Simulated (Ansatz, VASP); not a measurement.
LiMgBN2 in VASP and in Ansatz

```
Li Mg B N
1.0
    -1.79706    1.79706    5.01782
     1.79706   -1.79706    5.01782
     1.79706    1.79706   -5.01782
Li Mg B N
1 1 1 2
Direct
  0.25000 0.75000 0.50000
  0.75000 0.25000 0.50000
  0.50000 0.50000 0.00000
  0.65126 0.65126 0.00000
  0.34874 0.34874 0.00000
```

Alike in both runs: task single point; functional PBE; k mesh 10 × 10 × 10; occupations gaussian, width 0.05 eV; no spin polarisation.

```csv
,VASP,Ansatz
version,VASP 6.6.1,Ansatz 0.2.0
potentials or method,"VASP PAW PBE potentials, release 64 (Li_sv, Mg, B, N)","scalar-relativistic, plane waves, PAW"
plane-wave cutoff (eV),520,420
valence electrons in the cell,18,26
```

|  | VASP | Ansatz | Ansatz less VASP |
| --- | --- | --- | --- |
| gap on the k mesh at the Fermi level (eV) | 2.59 | 2.59 | +0.004 |
| least direct gap on the mesh (eV) | 3.61 | 3.61 | +0.003 |
| rms of the force components (eV/Å) | 2.042 | 2.047 | +0.0049 |

Atom by atom the forces differ by 0.005 eV/Å (rms over components). The two sets of potentials don't hold the same shells in valence.

Caveats: forces of over 1 eV/Å show positions far from the minimum, so gaps and moduli don't describe the material at rest. A k mesh can miss the band edges.
